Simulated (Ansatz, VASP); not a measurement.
**CsZnH3 in VASP and in Ansatz**

```
Cs Zn H
1.0
     4.12093    0.00000    0.00000
     0.00000    4.12093    0.00000
     0.00000    0.00000    4.12093
Cs Zn H
1 1 3
Direct
  0.50000 0.50000 0.50000
  0.00000 0.00000 0.00000
  0.50000 0.00000 0.00000
  0.00000 0.50000 0.00000
  0.00000 0.00000 0.50000
```

Alike in both runs: functional PBE; k mesh 10 × 10 × 10; occupations gaussian, width 0.1 eV; no spin polarisation.

Ansatz relaxed the structure, and its values are those at the end. VASP's run is a single point on that final structure, the one shown.

```csv
,VASP,Ansatz
version,VASP 6.6.1,Ansatz 0.2.0
potentials or method,"VASP PAW PBE potentials, release 64 (Cs_sv, Zn, H)","scalar-relativistic, plane waves, PAW"
plane-wave cutoff (eV),520,420
valence electrons in the cell,24,24
```

|  | VASP | Ansatz | Ansatz less VASP |
| --- | --- | --- | --- |
| gap on the k mesh at the Fermi level (eV) | none | none | - |
| pressure (GPa) | 0.1 | 0.0 | -0.10 |

A gap of «none» marks a metal or a gap that the smearing closes. With one functional, cell and mesh, what is left measures potentials, basis and numerics.

The runs have no spin-orbit coupling, so splittings on Cs are missing.
